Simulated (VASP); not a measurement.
A convergence study with VASP on Ni (fcc): one setting is varied, all else stays as given below, so the limit is that of these other settings. Each run relaxes cell and ions from the cell shown.

```yaml
crystal:
  lattice:
    - [0.00000, 1.76000, 1.76000]
    - [1.76000, 0.00000, 1.76000]
    - [1.76000, 1.76000, 0.00000]
  atoms:
    - { symbol: Ni, position: [0.00000, 0.00000, 0.00000], spin: 0.8 }
```

The numbers are results of PBEsol GGA, VASP's PBE PAW potentials (set 64) (plane waves; VASP 6.6.1), not measurements. The tightest run used: 550 eV cut-off, 23×23×23 Γ-centred mesh, first-order Methfessel-Paxton smearing of 0.10 eV, potentials Ni.

The settings run are 2×2×2 mesh; 3×3×3 mesh; 4×4×4 mesh; 5×5×5 mesh; 6×6×6 mesh; 7×7×7 mesh; 8×8×8 mesh; 9×9×9 mesh; 10×10×10 mesh; 11×11×11 mesh; 12×12×12 mesh; 13×13×13 mesh; 14×14×14 mesh; 16×16×16 mesh; 17×17×17 mesh; 18×18×18 mesh; 19×19×19 mesh; 20×20×20 mesh; 21×21×21 mesh; 22×22×22 mesh; 23×23×23 mesh. From which on does the relaxed volume stay within 0.1 Å³/atom of the tightest run?

From 6×6×6 mesh on: it is off by 0.032 there and by no more than 0.1 in any finer run, while 5×5×5 mesh is off by 0.213.
| setting | relaxed volume (Å³/atom) | E (eV/atom) | moment (μB) | irreducible k-points | difference judged (Å³/atom) |
|---|---|---|---|---|---|
| 2×2×2 mesh | 11.848 | -3.8990 | 1.281 | 3 | 1.482 |
| 3×3×3 mesh | 10.766 | -5.9940 | 1.111 | 4 | 0.399 |
| 4×4×4 mesh | 10.223 | -6.2187 | 0.594 | 8 | 0.144 |
| 5×5×5 mesh | 10.579 | -6.0504 | 0.942 | 10 | 0.213 |
| 6×6×6 mesh | 10.335 | -6.1636 | 0.639 | 16 | 0.032 |
| 7×7×7 mesh | 10.326 | -6.1300 | 0.420 | 20 | 0.041 |
| 8×8×8 mesh | 10.394 | -6.1339 | 0.699 | 29 | 0.027 |
| 9×9×9 mesh | 10.331 | -6.1439 | 0.500 | 35 | 0.036 |
| 10×10×10 mesh | 10.406 | -6.1355 | 0.718 | 47 | 0.039 |
| 11×11×11 mesh | 10.357 | -6.1382 | 0.568 | 56 | 0.010 |
| 12×12×12 mesh | 10.399 | -6.1323 | 0.679 | 72 | 0.032 |
| 13×13×13 mesh | 10.374 | -6.1387 | 0.623 | 84 | 0.007 |
| 14×14×14 mesh | 10.361 | -6.1328 | 0.560 | 104 | 0.006 |
| 16×16×16 mesh | 10.359 | -6.1367 | 0.586 | 145 | 0.007 |
| 17×17×17 mesh | 10.387 | -6.1339 | 0.662 | 165 | 0.020 |
| 18×18×18 mesh | 10.372 | -6.1373 | 0.611 | 195 | 0.005 |
| 19×19×19 mesh | 10.374 | -6.1337 | 0.604 | 220 | 0.007 |
| 20×20×20 mesh | 10.373 | -6.1358 | 0.624 | 256 | 0.007 |
| 21×21×21 mesh | 10.362 | -6.1356 | 0.588 | 286 | 0.005 |
| 22×22×22 mesh | 10.379 | -6.1355 | 0.644 | 328 | 0.012 |
| 23×23×23 mesh | 10.367 | -6.1358 | 0.607 | 364 | 0.000 |

Left out are rungs that failed or repeat a setting and relaxations that didn't move; long series are thinned to 24 rows.

The compound is Ni in the fcc structure. The spin order is the one that the start imposed; others were not tried in this run.
